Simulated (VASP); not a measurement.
CsLiCr2Te2S3: single point with PBE

Crystal: CsLiCr2Te2S3.

```
Cs Li Cr Te S
1.0
     3.42162   -5.18069    0.00784
     3.42162    5.18069    0.00784
    -2.90411    0.00000    7.43093
Cs Li Cr Te S
1 1 2 2 3
Cartesian
  0.6167 0.0000 0.0649
  2.4219 0.0000 4.1212
  0.1728 2.1297 4.1498
  0.1728 -2.1297 4.1498
  4.0786 1.5993 2.1688
  4.0786 -1.5993 2.1688
  2.0049 -2.1476 5.4598
  2.0049 2.1476 5.4598
  0.0600 0.0000 3.5978
```

The cell was built by a generator and needn't be a form met in nature.

```yaml
Program: VASP 6.6.1
Task: single point
Functional: PBE
Potentials_or_basis: VASP PAW PBE potentials, release 64 (Cs_sv, Li_sv, Cr_pv, Te, S)
Cutoff: 520 eV
k_mesh: 5 × 5 × 4
Occupations: fermi-dirac, width 0.05 eV
Spin: collinear spin, ferromagnetic start
Starting_moments: "[0.0, 0.0, 3.0, 3.0, 0.0, 0.0, 0.0, 0.0, 0.0] μB"
Further_INCAR_settings: ALGO = Normal; EDIFF = 1e-07; NBANDS = 47
```

The largest force is 0.012 eV/Å, the band gap on the k mesh is none (metal or under the smearing width) and the net moment is 4.01 μB per cell. The site moments are Cs -0.00; Li +0.00; Cr +2.27; Te -0.19; S -0.08 μB and the valence electrons inside the program's atomic spheres are Cs 6.56; Li 2.06; Cr 10.79; Te 3.38; S 3.73, 3.75.

Forces on the atoms (eV/Å):
```
Cs   0.003  0.000 -0.002
Li  -0.004  0.000  0.004
Cr   0.001 -0.001  0.002
Cr   0.001  0.001  0.002
Te   0.005  0.010 -0.005
Te   0.005 -0.010 -0.005
S   -0.007  0.006  0.003
S   -0.007 -0.006  0.003
S    0.002  0.000 -0.001
```

Levels at points of the mesh, in eV from the Fermi level:
Spin up:
```tsv
k point	band 31	band 32	band 33	band 34	band 35	band 36	band 37	band 38	band 39	band 40
(0.00, 0.00, 0.00)	-1.14	-1.08	-0.77	-0.39	-0.36	-0.21	0.24	0.76	1.08	1.67
(0.00, 0.00, 0.50)	-1.17	-1.07	-0.77	-0.38	-0.35	-0.13	0.15	0.66	0.68	1.66
```
Spin down:
```csv
k point,band 27,band 28,band 29,band 30,band 31,band 32,band 33,band 34,band 35,band 36
"(0.00, 0.00, 0.00)",-2.18,-1.94,-1.70,-0.69,-0.57,0.69,0.88,1.07,1.11,1.53
"(0.00, 0.00, 0.50)",-2.36,-2.16,-1.68,-0.67,-0.62,0.72,0.84,1.13,1.21,1.44
```

It took 5.7 min on 4 MPI ranks on Intel(R) Xeon(R) Platinum 8488C (Sapphire Rapids) (shared host), peak memory 0.91 GiB a rank.

Caveat: only a ferromagnetic start was run, and an antiferromagnetic order may lie lower in energy. Spin-orbit coupling is left out, which matters for the levels of Cs, Te.
